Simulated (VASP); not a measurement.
**SiNi (space group Pnma): computed properties**

Calculation: PBEsol GGA, VASP's PBE PAW potentials (set 64) (plane waves; VASP 6.6.1).

```
Item                                                                                                    Value
----------------------------------  -------------------------------------------------------------------------
space group                                                                                         Pnma (62)
cell                                a = 5.128 Å, b = 3.331 Å, c = 5.526 Å, α = 90.00°, β = 90.00°, γ = 90.00°
volume per atom                                                                                 11.80 Å³/atom
band gap (over mesh and band path)                                   none (metal, semimetal or under 0.01 eV)
cell moment                                                                                           0.00 μB
density                                                                                            6.11 g/cm³
```

```
CELL_PARAMETERS angstrom
      5.12790     0.00000     0.00000
      0.00000     3.33070     0.00000
      0.00000     0.00000     5.52614
ATOMIC_POSITIONS crystal
  Ni 0.00944 0.25000 0.18729
  Ni 0.49056 0.75000 0.68729
  Ni 0.50944 0.25000 0.31271
  Ni 0.99056 0.75000 0.81271
  Si 0.32038 0.75000 0.08525
  Si 0.17962 0.25000 0.58525
  Si 0.82038 0.75000 0.41475
  Si 0.67962 0.25000 0.91475
```

The structure comes from a measured SiNi entry (Pnma) of the Crystallography Open Database, whose conditions weren't checked. It was relaxed first. Symmetry was kept, so distortions that lower it aren't found.
